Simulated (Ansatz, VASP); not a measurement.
## CsPbI2Br in VASP and in Ansatz

Contents of INCAR:

```
SYSTEM = CsPbI2Br
ALGO = Normal
EDIFF = 1E-6
ENCUT = 520
GGA = PS
ISIF = 2
ISMEAR = 0
LASPH = .True.
LCHARG = .False.
LREAL = .False.
LWAVE = .False.
NBANDS = 30
NELM = 100
PREC = Accurate
SIGMA = 0.05
```

KPOINTS

```
k-points
0
Gamma
  4 4 6
  0 0 0
```

Contents of POSCAR:

```
CsPbI2Br
1.0
    6.6940608000      0.0000000000      0.0000000000
    0.0000000000      6.6940608000      0.0000000000
    0.0000000000      0.0000000000      5.6641090000
Cs Pb I Br
1 1 2 1
Direct
    0.5000000000      0.5000000000      0.5000000000
    0.0000000000      0.0000000000      0.0000000000
    0.0000000000      0.5000000000      0.0000000000
    0.5000000000      0.0000000000      0.0000000000
    0.0000000000      0.0000000000      0.5000000000
```

Input for Ansatz:

```yaml
crystal:
  lattice:
    - [6.6940608, 0.0, 0.0]
    - [0.0, 6.6940608, 0.0]
    - [0.0, 0.0, 5.664109]
  atoms:
    - { symbol: Cs, position: [0.5, 0.5, 0.5] }
    - { symbol: Pb, position: [0.0, 0.0, 0.0] }
    - { symbol: I, position: [0.0, 0.5, 0.0] }
    - { symbol: I, position: [0.5, 0.0, 0.0] }
    - { symbol: Br, position: [0.0, 0.0, 0.5] }
basis:
  ecutwfc: 420
kpoints:
  mp_grid: { grid: [4, 4, 6] }
hamiltonian:
  xc: pbesol
scf:
  occupations: { method: gaussian, width: 0.05 }
output:
  forces: true
  stress: true
  eigenvalues: true
```

Change from the starting cell: strain +0.050 along x and y, -0.050 along z, atoms carried along.

Alike in both runs: task single point; functional PBEsol; k mesh 4 × 4 × 6; occupations gaussian, width 0.05 eV; no spin polarisation.

```csv
,VASP,Ansatz
version,VASP 6.6.1,Ansatz 0.2.0
potentials or method,"VASP PAW PBE potentials, release 64 (Cs_sv, Pb_d, I, Br)","scalar-relativistic, plane waves, PAW"
plane-wave cutoff (eV),520,420
valence electrons in the cell,44,64
```

|  | VASP | Ansatz | Ansatz less VASP |
| --- | --- | --- | --- |
| gap on the k mesh at the Fermi level (eV) | 1.25 | 1.25 | +0.002 |
| least direct gap on the mesh (eV) | 1.25 | 1.25 | +0.002 |
| pressure (GPa) | -1.0 | -1.0 | 0.00 |
| largest component of the traceless stress (GPa) | 2.03 | 2.02 | -0.010 |

With one functional, cell and mesh, what is left measures potentials, basis and numerics. The two sets of potentials don't hold the same shells in valence.

Caveats: the PAW data sets were made with another functional, which shifts forces and pressure a little (VASP); spin-orbit coupling is left out, which as a rule narrows the gap of such compounds by several tenths of an eV. A k mesh can miss the band edges.
